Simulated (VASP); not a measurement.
OSZICAR of a VASP run on Ga$_{35}$N$_{35}$O:

OSZICAR:
```
       N       E                     dE             d eps       ncg     rms          rms(c)
DAV:   1    -0.517071591541E+03   -0.51707E+03   -0.22380E+01   360   0.124E+01    0.997E+00
DAV:   2    -0.517069686925E+03    0.19046E-02   -0.15499E+00   472   0.338E+00    0.756E+00
DAV:   3    -0.516909472723E+03    0.16021E+00   -0.18544E+00   484   0.347E+00    0.501E+00
DAV:   4    -0.517040091184E+03   -0.13062E+00   -0.48430E-01   584   0.264E+00    0.290E+00
DAV:   5    -0.517688594750E+03   -0.64850E+00   -0.83931E+00   436   0.240E+00    0.986E+00
DAV:   6    -0.516514043486E+03    0.11746E+01   -0.26222E+01   572   0.857E+00    0.722E+00
DAV:   7    -0.517150043146E+03   -0.63600E+00   -0.25642E+00   564   0.504E+00    0.348E+00
DAV:   8    -0.517754732953E+03   -0.60469E+00   -0.12125E+01   476   0.512E+00    0.101E+01
DAV:   9    -0.516258778446E+03    0.14960E+01   -0.23226E+01   572   0.844E+00    0.659E+00
DAV:  10    -0.517247517906E+03   -0.98874E+00   -0.18742E+00   596   0.466E+00    0.345E+00
DAV:  11    -0.517557077387E+03   -0.30956E+00   -0.92836E+00   468   0.499E+00    0.981E+00
DAV:  12    -0.516320406132E+03    0.12367E+01   -0.22850E+01   580   0.826E+00    0.652E+00
DAV:  13    -0.517250716654E+03   -0.93031E+00   -0.18622E+00   596   0.465E+00    0.341E+00
DAV:  14    -0.517533480454E+03   -0.28276E+00   -0.88797E+00   484   0.495E+00    0.979E+00
DAV:  15    -0.516330640500E+03    0.12028E+01   -0.22830E+01   588   0.825E+00    0.652E+00
DAV:  16    -0.517247920075E+03   -0.91728E+00   -0.18700E+00   588   0.466E+00    0.341E+00
DAV:  17    -0.517536096071E+03   -0.28818E+00   -0.89501E+00   468   0.497E+00    0.979E+00
DAV:  18    -0.516328806232E+03    0.12073E+01   -0.22849E+01   588   0.825E+00    0.652E+00
DAV:  19    -0.517247939941E+03   -0.91913E+00   -0.18821E+00   588   0.466E+00    0.341E+00
DAV:  20    -0.517533166092E+03   -0.28523E+00   -0.89248E+00   460   0.498E+00    0.979E+00
DAV:  21    -0.516328406065E+03    0.12048E+01   -0.22807E+01   588   0.825E+00    0.652E+00
DAV:  22    -0.517247384312E+03   -0.91898E+00   -0.18940E+00   588   0.466E+00    0.342E+00
DAV:  23    -0.517531367499E+03   -0.28398E+00   -0.89106E+00   460   0.498E+00    0.978E+00
DAV:  24    -0.516328770980E+03    0.12026E+01   -0.22794E+01   588   0.825E+00    0.652E+00
DAV:  25    -0.517247145943E+03   -0.91837E+00   -0.19127E+00   580   0.466E+00    0.342E+00
DAV:  26    -0.517531178988E+03   -0.28403E+00   -0.89185E+00   468   0.499E+00    0.979E+00
DAV:  27    -0.516329887465E+03    0.12013E+01   -0.22825E+01   588   0.826E+00    0.653E+00
DAV:  28    -0.517246904292E+03   -0.91702E+00   -0.19395E+00   580   0.467E+00    0.344E+00
DAV:  29    -0.517532009047E+03   -0.28510E+00   -0.89522E+00   460   0.501E+00    0.979E+00
DAV:  30    -0.516329983514E+03    0.12020E+01   -0.22834E+01   588   0.826E+00    0.654E+00
DAV:  31    -0.517247230256E+03   -0.91725E+00   -0.19744E+00   580   0.467E+00    0.345E+00
DAV:  32    -0.517530542402E+03   -0.28331E+00   -0.89427E+00   468   0.501E+00    0.979E+00
DAV:  33    -0.516332299148E+03    0.11982E+01   -0.22868E+01   588   0.827E+00    0.654E+00
DAV:  34    -0.517247528836E+03   -0.91523E+00   -0.20221E+00   596   0.469E+00    0.348E+00
DAV:  35    -0.517530912354E+03   -0.28338E+00   -0.89742E+00   460   0.502E+00    0.979E+00
DAV:  36    -0.516333339090E+03    0.11976E+01   -0.22876E+01   588   0.827E+00    0.656E+00
DAV:  37    -0.517248110526E+03   -0.91477E+00   -0.20806E+00   596   0.470E+00    0.350E+00
DAV:  38    -0.517530100024E+03   -0.28199E+00   -0.89739E+00   460   0.502E+00    0.980E+00
DAV:  39    -0.516340390483E+03    0.11897E+01   -0.23012E+01   588   0.829E+00    0.658E+00
DAV:  40    -0.517246365093E+03   -0.90597E+00   -0.21460E+00   596   0.472E+00    0.354E+00
DAV:  41    -0.517534471464E+03   -0.28811E+00   -0.90923E+00   436   0.505E+00    0.981E+00
DAV:  42    -0.516337150479E+03    0.11973E+01   -0.22976E+01   588   0.829E+00    0.658E+00
DAV:  43    -0.517249830952E+03   -0.91268E+00   -0.22364E+00   596   0.473E+00    0.357E+00
DAV:  44    -0.517526967535E+03   -0.27714E+00   -0.90044E+00   444   0.504E+00    0.980E+00
DAV:  45    -0.516345585303E+03    0.11814E+01   -0.23038E+01   588   0.830E+00    0.661E+00
DAV:  46    -0.517247379920E+03   -0.90179E+00   -0.23359E+00   596   0.476E+00    0.362E+00
DAV:  47    -0.517530972402E+03   -0.28359E+00   -0.91332E+00   428   0.507E+00    0.981E+00
DAV:  48    -0.516343384713E+03    0.11876E+01   -0.23011E+01   588   0.831E+00    0.663E+00
DAV:  49    -0.517251005293E+03   -0.90762E+00   -0.24743E+00   596   0.478E+00    0.368E+00
DAV:  50    -0.517521958977E+03   -0.27095E+00   -0.90483E+00   444   0.507E+00
   1 F= -.51752196E+03 E0= -.51752196E+03  d E =-.291782E-05
```

Task: Which electronic solver shows in the log?

Result: It is blocked Davidson (ALGO = Normal, or the opening steps of other solvers). The INCAR had ALGO = Normal.

Task: Can the final energy be trusted as converged?

Result: Convergence was not reached. It stopped with EDIFF = 1E-5, NELM = 50 (HSE06 screened hybrid, plane waves, VASP's PBE PAW potentials (set 64)).  The supercell is sampled at Γ alone, which is coarse: total energies, pressure and levels can be off, energies of defects by several tenths of an eV.

The cell is a supercell with a defect, built from GaN (wurtzite): O_N-vac_Ga. The cell's shape comes from a PBE relaxation. The run is not spin-polarised, so no state with unpaired spins was tried.
